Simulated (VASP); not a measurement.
Here is a VASP 6.6.1 calculation.

INCAR

```
  ALGO = Normal
  EDIFF = 1E-7
  EDIFFG = -0.002
  ENCUT = 520
  GGA = CA
  IBRION = 2
  ISIF = 3
  ISMEAR = 0
  LASPH = True
  LCHARG = False
  LREAL = False
  LWAVE = False
  NELM = 80
  NSW = 80
  PREC = Accurate
  PSTRESS = 120.0
  SIGMA = 0.1
```

KPOINTS

```
k-points
0
Gamma
  16 16 16
```

File POSCAR:

```
Hf                                      
1.0
   -1.6708115466      1.6708115466      1.6708115466
    1.6708115466     -1.6708115466      1.6708115466
    1.6708115466      1.6708115466     -1.6708115466
  Hf            
     1
Direct
     1.0000000000000000    1.0000000000000000    1.0000000000000000
```

Potentials or basis: VASP PAW LDA potentials, release 64 (Hf_pv).

Launch:

```console
$ cat potpaw_LDA.64/Hf_pv/POTCAR > POTCAR
$ mpirun -np 1 vasp_std > vasp.out
```

Problem. Estimate the band gap on the k mesh.

Solution. None (metal or under the smearing width).

Final structure:
```xyz
1
Lattice="-1.6708 1.6708 1.6708 1.6708 -1.6708 1.6708 1.6708 1.6708 -1.6708" Properties=species:S:1:pos:R:3 pbc="T T T"
Hf    0.0000    0.0000    0.0000
```

Caveat: the relaxation stopped at its first step, so nothing moved. Spin-orbit coupling is left out, which matters for the levels of Hf.
